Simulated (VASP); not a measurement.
A run of VASP 6.6.1 is set up as follows.

Contents of INCAR:

```
PREC = Accurate ; ENCUT = 520
EDIFF = 1E-7 ; ISMEAR = -1
SIGMA = 0.05 ; LREAL = F
LASPH = T ; NELM = 100
ALGO = Normal ; ISIF = 2
LWAVE = F ; LCHARG = F
GGA = PE ; NBANDS = 17
```

File KPOINTS:

```
regular mesh
0
Gamma
  8 8 8
```

Contents of POSCAR:

```
NaNb
1.0
    0.0000000000      2.8634500000      2.8634500000
    2.8634500000      0.0000000000      2.8634500000
    2.8634500000      2.8634500000      0.0000000000
Na Nb
1 1
Direct
    0.0060860000     -0.0119750000     -0.0011530000
    0.5154080000      0.4911820000      0.4935460000
```

Potentials or basis: VASP PAW PBE potentials, release 64 (Na_pv, Nb_sv).

Launch:

```sh
$ cat potpaw_PBE.64/Na_pv/POTCAR potpaw_PBE.64/Nb_sv/POTCAR > POTCAR
$ mpirun -np 1 vasp_std > vasp.out
```

Question: Predict the band gap on the k mesh.

Answer: None (metal or under the smearing width).

Question: Predict the largest force.

Answer: 0.165 eV/Å.

Question: What does it give for the pressure?

Answer: -2.4 GPa.

Forces in eV/Å, atoms in the order of the input:
```
Na  -0.027  0.050  0.155
Nb   0.027 -0.050 -0.155
```
